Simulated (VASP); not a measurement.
```xyz
3
Lattice="1.7757 -3.0756 0.0000 1.7757 3.0756 0.0000 0.0000 0.0000 7.4492" Properties=species:S:1:pos:R:3 pbc="T T T"
Pt     0.0000     0.0000     0.0000
S      1.7757     1.0252     1.2176
S      1.7757    -1.0252     6.2317
```

Calculation: revPBE GGA, VASP's PBE PAW potentials (set 64) (plane waves; VASP). Settings: 520 eV cut-off, 7×7×3 Γ-centred mesh, Gaussian smearing of 0.050 eV, potentials Pt S.

Without a dispersion term in the relaxation, distances and binding between the weakly bound layers, chains or molecules are unreliable, and so is what depends on them.

### Question
The ions and cell shape at fixed volume are relaxed. What does this cell relax into?

### Answer

```xyz
3
Lattice="1.7934 -3.1062 0.0000 1.7934 3.1062 0.0000 0.0000 0.0000 7.3030" Properties=species:S:1:pos:R:3 pbc="T T T"
Pt     0.0000     0.0000     0.0000
S      1.7934     1.0354     1.2298
S      1.7934    -1.0354     6.0732
```
Space group P-3m1 (164), at a tolerance of 0.03 Å.

### Question
How much energy does the relaxation gain?

### Answer
The energy (σ→0) changes by -6.9 meV/atom, in 6 ionic steps.

The compound is PtS2 in the 1T layered structure. This cell is one point of a volume scan, at 0.97 of the reference volume. Symmetry was kept, so distortions that lower it aren't found.
